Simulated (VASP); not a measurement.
Energy against volume of HfC (rock salt). Calculation: RPBE GGA, VASP's PBE PAW potentials (set 64) (plane waves; VASP 6.6.1). Run with 520 eV cut-off, 13×13×13 Γ-centred mesh, first-order Methfessel-Paxton smearing of 0.10 eV, potentials Hf_pv C.

```
V (Å³/atom)  E (eV/atom)
-----------  -----------
11.994         -10.03181
12.376         -10.05954
12.759         -10.06814
13.142         -10.06028
```

### Question
Fit these four points and predict the energy of the run at 13.525 Å³/atom.

### Answer
A cubic in V^(−2/3), the third-order Birch-Murnaghan form, passes through the four points with V0 = 12.76 Å³/atom and B0 = 229 GPa, and gives -10.0383 eV/atom there. The run gave -10.0383 eV/atom, +0.1 meV/atom from the fit; all five points give B0 = 229 GPa.

The compound is HfC in the rock salt structure. It was relaxed first.
